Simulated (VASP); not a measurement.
Data:

```yaml
crystal:
  lattice:
    - [1.77667, -3.07728, 0.00000]
    - [1.77667, 3.07728, 0.00000]
    - [0.00000, 0.00000, 5.50680]
  atoms:
    - { symbol: Dy, position: [0.33333, 0.66667, 0.25000] }
    - { symbol: Dy, position: [0.66667, 0.33333, 0.75000] }
```

Method: PBEsol GGA, VASP's PBE PAW potentials (set 64) (plane waves; VASP). Numerical set-up: 480 eV cut-off, 12×12×6 Γ-centred mesh, first-order Methfessel-Paxton smearing of 0.10 eV, potentials Dy_3.

The 4f electrons are frozen in the core of the lanthanide potential, so 4f levels, which can set the real gap, and their magnetism are missing.

Q: Estimate the energy per atom (σ→0), band gap (on the k-mesh) with the smallest direct gap where there is one.

A: 
```
Item                                                         Value
------------------------  ----------------------------------------
band gap (on the k-mesh)  none (metal, semimetal or under 0.01 eV)
energy per atom (σ→0)                               -4.965 eV/atom
```

The compound is Dy in the hcp structure. It was relaxed first.
